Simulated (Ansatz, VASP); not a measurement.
# One calculation of GeBi3, two programs

The input INCAR:

```
SYSTEM = GeBi3
  ALGO = Normal
  EDIFF = 1E-7
  ENCUT = 520
  GGA = PE
  ISIF = 2
  ISMEAR = -1
  LASPH = .TRUE.
  LCHARG = .FALSE.
  LREAL = .FALSE.
  LWAVE = .FALSE.
  NBANDS = 38
  NELM = 80
  PREC = Accurate
  SIGMA = 0.05
```

File KPOINTS:

```
k-points
0
G
  6 6 6
  0 0 0
```

Contents of POSCAR:

```
GeBi3
1.0
    0.0000000000      3.9177060590      3.9177060590
    3.9177060590      0.0000000000      3.9177060590
    3.9177060590      3.9177060590      0.0000000000
Bi Ge
3 1
Direct
    0.5000000000      0.5000000000      0.5000000000
    0.7500000000      0.7500000000      0.7500000000
    0.2500000000      0.2500000000      0.2500000000
    0.0000000000      0.0000000000      0.0000000000
```

input.yaml

```yaml
crystal:
  lattice:
    - [0.0, 3.917706059, 3.917706059]
    - [3.917706059, 0.0, 3.917706059]
    - [3.917706059, 3.917706059, 0.0]
  atoms:
    - { symbol: Bi, position: [0.5, 0.5, 0.5] }
    - { symbol: Bi, position: [0.75, 0.75, 0.75] }
    - { symbol: Bi, position: [0.25, 0.25, 0.25] }
    - { symbol: Ge, position: [0.0, 0.0, 0.0] }
hamiltonian:
  xc: pbe
  pseudopotentials: { kind: paw }
kpoints:
  mp_grid: { grid: [6, 6, 6] }
scf:
  occupations: { method: fermi_dirac, width: 0.05 }
output:
  forces: true
  stress: true
  eigenvalues: true
  write_density: true
  write_potential: true
  elf: true
  volumetric_format: npy
```

Change from the starting cell: volume scaled by 1.04.

Alike in both runs: task single point; functional PBE; k mesh 6 × 6 × 6; occupations fermi-dirac, width 0.05 eV; no spin polarisation.

|  | VASP | Ansatz |
| --- | --- | --- |
| version | VASP 6.6.1 | Ansatz 0.2.0 |
| potentials or method | VASP PAW PBE potentials, release 64 (Bi_d, Ge_d) | Ansatz PAW |
| plane-wave cutoff (eV) | 520 | 420 |
| valence electrons in the cell | 59 | 59 |

|  | VASP | Ansatz | Ansatz less VASP |
| --- | --- | --- | --- |
| gap on the k mesh at the Fermi level (eV) | none | none | - |
| pressure (GPa) | -1.1 | -1.0 | +0.06 |

A gap of «none» marks a metal or a gap that the smearing closes.

Caveats: spin-orbit coupling is left out, which moves the levels of the heavy elements.
